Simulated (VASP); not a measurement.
Data:

```
Al2Au
1.0
    0.00000     3.01119     3.01119
    3.01119     0.00000     3.01119
    3.01119     3.01119     0.00000
Al Au
2 1
Direct
  0.25000   0.25000   0.25000
  0.75000   0.75000   0.75000
  0.00000   0.00000   0.00000
```

All values below come from revPBE GGA, VASP's PBE PAW potentials (set 64) (plane waves; VASP). Numerical set-up: 520 eV cut-off, 9×9×9 Γ-centred mesh, first-order Methfessel-Paxton smearing of 0.10 eV, potentials Al Au.

Give the stress tensor in GPa (positive for a compressed cell).

```
3.28  0.00  0.00
0.00  3.28  0.00
0.00  0.00  3.28
```
The pressure is its mean diagonal, 3.28 GPa.

The compound is AuAl2 in the fluorite structure. This cell is one point of a volume scan, at 0.97 of the reference volume. The electron count is odd and the run is not spin-polarised, which forces a metal.
